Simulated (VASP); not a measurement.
Here is a VASP 6.6.1 calculation.

File INCAR:

```
  ALGO = Normal
  EDIFF = 1E-7
  ENCUT = 520
  GGA = PE
  ISIF = 2
  ISMEAR = -1
  ISPIN = 2
  LASPH = True
  LCHARG = False
  LMAXMIX = 4
  LORBIT = 11
  LREAL = False
  LWAVE = False
  MAGMOM = 0 0
  NBANDS = 22
  NELM = 150
  PREC = Accurate
  SIGMA = 0.0121
```

KPOINTS

```
k-points
0
Gamma
  6 6 5
```

File POSCAR:

```
TlPd
1.0
    3.1522810000      0.0000000000      0.0000000000
    0.0000000000      3.1522810000      0.0000000000
    0.0000000000      0.0000000000      3.7805300000
Tl Pd
1 1
Direct
    0.0000000000      0.0000000000      0.0000000000
    0.5000000000      0.5000000000      0.5000000000
```

Potentials or basis: VASP PAW PBE potentials, release 64 (Tl_d, Pd).

Run with:

```bash
$ cat potpaw_PBE.64/Tl_d/POTCAR potpaw_PBE.64/Pd/POTCAR > POTCAR
$ mpirun -np 1 vasp_std > vasp.out
```

Problem. Estimate the pressure.

Solution. 5.3 GPa.

Problem. What does it give for the net moment?

Solution. 0.00 μB per cell.

Problem. What does it give for the band gap on the k mesh?

Solution. None (metal or under the smearing width).

Stress tensor (GPa, compression positive):
```
6.59 0.00 0.00
0.00 6.59 0.00
0.00 0.00 2.75
```

Spin-orbit coupling is left out, which matters for the levels of Tl.
